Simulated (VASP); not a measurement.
OSZICAR of a VASP run on SiNi2 (space group P6_3/mmc):

### OSZICAR
```
       N       E                     dE             d eps       ncg     rms          rms(c)
DAV:   1     0.244361916602E+03    0.24436E+03   -0.14817E+04  3168   0.143E+03
DAV:   2    -0.268521799762E+02   -0.27121E+03   -0.26210E+03  3136   0.341E+02
DAV:   3    -0.446368733762E+02   -0.17785E+02   -0.16754E+02  3424   0.107E+02
DAV:   4    -0.452823957154E+02   -0.64552E+00   -0.63945E+00  3664   0.193E+01
DAV:   5    -0.453080029982E+02   -0.25607E-01   -0.25592E-01  3840   0.355E+00    0.254E+01
DAV:   6    -0.463610539126E+02   -0.10531E+01   -0.12143E+02  3872   0.145E+02    0.236E+01
DAV:   7    -0.397602001762E+02    0.66009E+01   -0.33142E+01  3796   0.122E+02    0.995E+00
DAV:   8    -0.400647369347E+02   -0.30454E+00   -0.11697E+01  3912   0.773E+01    0.803E+00
DAV:   9    -0.396584313842E+02    0.40631E+00   -0.25346E+00  4280   0.418E+01    0.274E+00
DAV:  10    -0.395890045445E+02    0.69427E-01   -0.51069E-01  3664   0.993E+00    0.879E-01
DAV:  11    -0.395885308669E+02    0.47368E-03   -0.37698E-02  3776   0.216E+00    0.634E-01
DAV:  12    -0.395877725142E+02    0.75835E-03   -0.42756E-03  4432   0.132E+00    0.321E-01
DAV:  13    -0.395872158090E+02    0.55671E-03   -0.19595E-03  4728   0.108E+00    0.102E-01
DAV:  14    -0.395871901934E+02    0.25616E-04   -0.43675E-04  4152   0.212E-01    0.550E-02
DAV:  15    -0.395871902860E+02   -0.92553E-07   -0.39671E-05  3468   0.998E-02    0.262E-02
DAV:  16    -0.395871897605E+02    0.52551E-06   -0.14914E-06  2040   0.143E-02
   1 F= -.39587190E+02 E0= -.39572634E+02  d E =-.291125E-01
```

### Question
Which electronic solver shows in the log?

### Answer
It is blocked Davidson (ALGO = Normal, or the opening steps of other solvers). The INCAR had ALGO = Normal.

### Question
How was spin treated?

### Answer
Without spin polarisation: there is no mag entry.

### Question
Can the final energy be trusted as converged?

### Answer
The run converged. It stopped with EDIFF = 1E-6, NELM = 100 (PBEsol GGA, plane waves, VASP's PBE PAW potentials (set 64)).

The structure comes from a computed database's SiNi2 entry; how it stands against other phases isn't given here. The cell was not relaxed at this level, and its volume differs by -5.9 % from the start's. The run is not spin-polarised, so no magnetic state was tried.
